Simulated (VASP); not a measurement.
VASP runs on CeO$_{2}$ (space group Fm-3m) share one base input (PBEsol GGA, plane waves, VASP's PBE PAW potentials (set 64)) and change the settings named in each case.

**INCAR**
```
# general
SYSTEM  = CeO2
PREC    = Accurate
ENCUT   = 400   # plane-wave cut-off (eV)
LREAL   = .False.   # projection in real space or not
LASPH   = .True.   # aspherical one-centre terms

# electronic loop
EDIFF   = 1E-6
NELM    = 100
ALGO    = Normal   # blocked Davidson
LMAXMIX = 6   # l cut-off of mixed one-centre charges

# smearing
ISMEAR  = 0   # Gaussian
SIGMA   = 0.05

# functional
GGA     = PS

# ions
ISIF    = 2   # forces and stress, cell fixed

# output
LWAVE   = .False.
LCHARG  = .False.
```

KPOINTS:
```
Automatic mesh
0
Gamma
10 10 10
0 0 0
```

**POSCAR**
```
CeO2
1
    0.0000000000     2.7337250000     2.7337250000
    2.7337250000     0.0000000000     2.7337250000
    2.7337250000     2.7337250000     0.0000000000
Ce O
1 2
Direct
  0.0000000000   0.0000000000   0.0000000000
  0.2500000000   0.2500000000   0.2500000000
  0.7500000000   0.7500000000   0.7500000000
```

POTCAR, in this order: Ce O (PBE.64 set). Program: vasp_std.

```json
[
 {"change": "base run", "E(σ→0) (eV/atom)": "-9.1838", "pressure (GPa)": "-11.83", "gap on the mesh (eV)": "1.89"},
 {"change": "ENCUT = 160", "E(σ→0) (eV/atom)": "-9.8321", "pressure (GPa)": "-267.81", "gap on the mesh (eV)": "2.48"},
 {"change": "ENCUT = 200", "E(σ→0) (eV/atom)": "-9.3931", "pressure (GPa)": "-172.61", "gap on the mesh (eV)": "1.93"},
 {"change": "ENCUT = 240", "E(σ→0) (eV/atom)": "-9.3889", "pressure (GPa)": "-104.05", "gap on the mesh (eV)": "1.81"},
 {"change": "ENCUT = 280", "E(σ→0) (eV/atom)": "-9.2533", "pressure (GPa)": "-58.14", "gap on the mesh (eV)": "1.89"},
 {"change": "ENCUT = 320", "E(σ→0) (eV/atom)": "-9.2222", "pressure (GPa)": "-33.12", "gap on the mesh (eV)": "1.88"},
 {"change": "ENCUT = 360", "E(σ→0) (eV/atom)": "-9.1933", "pressure (GPa)": "___", "gap on the mesh (eV)": "1.89"},
 {"change": "ENCUT = 460", "E(σ→0) (eV/atom)": "-9.1735", "pressure (GPa)": "-7.73", "gap on the mesh (eV)": "1.88"},
 {"change": "ENCUT = 520", "E(σ→0) (eV/atom)": "-9.1711", "pressure (GPa)": "-6.78", "gap on the mesh (eV)": "1.88"},
 {"change": "ENCUT = 600", "E(σ→0) (eV/atom)": "-9.1725", "pressure (GPa)": "-6.85", "gap on the mesh (eV)": "1.88"},
 {"change": "ENCUT = 700", "E(σ→0) (eV/atom)": "-9.1738", "pressure (GPa)": "-6.89", "gap on the mesh (eV)": "1.88"},
 {"change": "ENCUT = 800", "E(σ→0) (eV/atom)": "-9.1730", "pressure (GPa)": "-5.96", "gap on the mesh (eV)": "1.88"},
 {"change": "ISPIN = 2, another spin-polarised start", "E(σ→0) (eV/atom)": "-9.1838", "pressure (GPa)": "-11.86", "gap on the mesh (eV)": "1.89"}
]
```

Complete the blanks.

- ENCUT = 360, pressure (GPa): -19.09

Energies of different potentials or functionals have different zeros.  The base run's pressure lies -5.87 GPa from that at 800 eV (Pulay error).

Left out are runs that ran out of time, are held back, or changed the cell or the kind of run, fixed moments of cells without a moment, rows past the twelfth, gaps on odd meshes, pressures of charged cells and columns that move by less than the noise.

The structure comes from a computed database's CeO2 entry; how it stands against other phases isn't given here. The cell was not relaxed at this level.
